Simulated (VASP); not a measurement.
Consider the following.

```
CELL_PARAMETERS angstrom
      0.00000     2.93793     2.93793
      2.93793     0.00000     2.93793
      2.93793     2.93793     0.00000
ATOMIC_POSITIONS crystal
  Eu 0.00000 0.00000 0.00000
  S  0.50000 0.50000 0.50000
```

These are PBE GGA, VASP's PBE PAW potentials (set 64) (plane waves; VASP) values and carry that method's errors. Run with 400 eV cut-off, 9×9×9 Γ-centred mesh, tetrahedra with Blöchl corrections, potentials Eu_2 S.

The 4f electrons are frozen in the core of the lanthanide potential, so 4f levels, which can set the real gap, and their magnetism are missing.

Q: The job: EuS (rock salt), 2 atoms, PBE, static run, 400 eV, 9×9×9 Γ-centred mesh. Roughly how much core time does it take on a busy server core?

A: About 8 core-seconds (one run on a shared machine, a rough figure). It had 35 irreducible k-points, 11 bands, up to 944 plane waves and 13 electronic steps.

The compound is EuS in the rock salt structure. It was relaxed first.
